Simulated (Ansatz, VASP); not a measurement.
Given: the input of a run of Ansatz 0.2.0 on Ba2Tl5V3O12.

input.yaml

```yaml
crystal:
  lattice:
    - [8.0994821094, 0.0, 0.0]
    - [-4.0497460211, 7.0143642095, 0.0]
    - [0.0, 0.0, 6.8748270567]
  atoms:
    - { symbol: Ba, position: [0.0, 0.0, 0.23552] }
    - { symbol: Ba, position: [0.0, 0.0, 0.76448] }
    - { symbol: V, position: [0.5, 0.0, 0.0], spin: 2.0 }
    - { symbol: V, position: [0.0, 0.5, 0.0], spin: 2.0 }
    - { symbol: V, position: [0.5, 0.5, 0.0], spin: 2.0 }
    - { symbol: Tl, position: [0.5, 0.0, 0.5] }
    - { symbol: Tl, position: [0.0, 0.5, 0.5] }
    - { symbol: Tl, position: [0.5, 0.5, 0.5] }
    - { symbol: Tl, position: [0.33333, 0.66667, 0.22489] }
    - { symbol: Tl, position: [0.66667, 0.33333, 0.77511] }
    - { symbol: O, position: [0.3389, 0.34334, 0.81444] }
    - { symbol: O, position: [0.65666, 0.99556, 0.81444] }
    - { symbol: O, position: [0.00444, 0.6611, 0.81444] }
    - { symbol: O, position: [0.34334, 0.3389, 0.18556] }
    - { symbol: O, position: [0.99556, 0.65666, 0.18556] }
    - { symbol: O, position: [0.6611, 0.00444, 0.18556] }
    - { symbol: O, position: [0.6611, 0.65666, 0.18556] }
    - { symbol: O, position: [0.34334, 0.00444, 0.18556] }
    - { symbol: O, position: [0.99556, 0.3389, 0.18556] }
    - { symbol: O, position: [0.65666, 0.6611, 0.81444] }
    - { symbol: O, position: [0.00444, 0.34334, 0.81444] }
    - { symbol: O, position: [0.3389, 0.99556, 0.81444] }
hamiltonian:
  xc: pbe
  pseudopotentials: { kind: paw }
magnetization:
  spin_polarized: true
kpoints:
  mp_grid: { grid: [4, 4, 4] }
scf:
  occupations: { method: fermi_dirac, width: 0.05 }
output:
  forces: true
  stress: true
  eigenvalues: true
```

Potentials or basis: Ansatz PAW.

Launch:

```bash
$ ansatz run input.yaml --threads 8 --pin off --max-ram 20480MiB --backend cpu --events-out ev --progress --plain --runs-dir out
```

Set up the same calculation for VASP 6.6.1. Potentials there: VASP PAW PBE potentials, release 64 (Ba_sv, V_sv, Tl_d, O).

As run (the cutoff follows the program's own potentials):

The input INCAR:

```
PREC = Accurate ; ENCUT = 520
EDIFF = 1E-7 ; ISMEAR = -1
SIGMA = 0.05 ; LREAL = F
LASPH = T ; NELM = 100
ALGO = Normal ; ISIF = 2
LWAVE = F ; LCHARG = F
ISPIN = 2 ; MAGMOM = 0 0 2 2 2 0 0 0 0 0 0 0 0 0 0 0 0 0 0 0 0 0
LORBIT = 11 ; LMAXMIX = 4
GGA = PE ; NBANDS = 119
KPAR = 4
```

KPOINTS

```
Automatic mesh
0
Gamma
  4 4 4
```

Contents of POSCAR:

```
Ba2Tl5V3O12
1.0
    8.0994821094      0.0000000000      0.0000000000
   -4.0497460211      7.0143642095      0.0000000000
    0.0000000000      0.0000000000      6.8748270567
Ba V Tl O
2 3 5 12
Direct
    0.0000000000      0.0000000000      0.2355200000
    0.0000000000      0.0000000000      0.7644800000
    0.5000000000      0.0000000000      0.0000000000
    0.0000000000      0.5000000000      0.0000000000
    0.5000000000      0.5000000000      0.0000000000
    0.5000000000      0.0000000000      0.5000000000
    0.0000000000      0.5000000000      0.5000000000
    0.5000000000      0.5000000000      0.5000000000
    0.3333300000      0.6666700000      0.2248900000
    0.6666700000      0.3333300000      0.7751100000
    0.3389000000      0.3433400000      0.8144400000
    0.6566600000      0.9955600000      0.8144400000
    0.0044400000      0.6611000000      0.8144400000
    0.3433400000      0.3389000000      0.1855600000
    0.9955600000      0.6566600000      0.1855600000
    0.6611000000      0.0044400000      0.1855600000
    0.6611000000      0.6566600000      0.1855600000
    0.3433400000      0.0044400000      0.1855600000
    0.9955600000      0.3389000000      0.1855600000
    0.6566600000      0.6611000000      0.8144400000
    0.0044400000      0.3433400000      0.8144400000
    0.3389000000      0.9955600000      0.8144400000
```

Potentials or basis: VASP PAW PBE potentials, release 64 (Ba_sv, V_sv, Tl_d, O).

The run is started by

```sh
$ cat potpaw_PBE.64/Ba_sv/POTCAR potpaw_PBE.64/V_sv/POTCAR potpaw_PBE.64/Tl_d/POTCAR potpaw_PBE.64/O/POTCAR > POTCAR
$ mpirun -np 4 vasp_std > vasp.out
```

Both were run:

|  | VASP | Ansatz | Ansatz less VASP |
| --- | --- | --- | --- |
| gap on the k mesh at the Fermi level (eV) | none | none | - |
| pressure (GPa) | 2.7 | 2.1 | -0.61 |
| largest component of the traceless stress (GPa) | 0.89 | 0.93 | +0.039 |
| rms of the force components (eV/Å) | 0.128 | 0.102 | -0.0257 |
| net moment per atom (μB) | 0.00 | 0.00 | 0.000 |

Atom by atom the forces differ by 0.033 eV/Å (rms over components). A gap of «none» marks a metal or a gap that the smearing closes.

Caveats: semilocal functionals often make such compounds metallic where correlation or magnetic order opens a gap, which also shifts bond lengths; the pressure holds a Pulay correction of +0.4 GPa for the finite cutoff (Ansatz); the starting moments weren't kept (Ansatz). Spin-orbit coupling is left out, which matters for the levels of Ba, Tl.
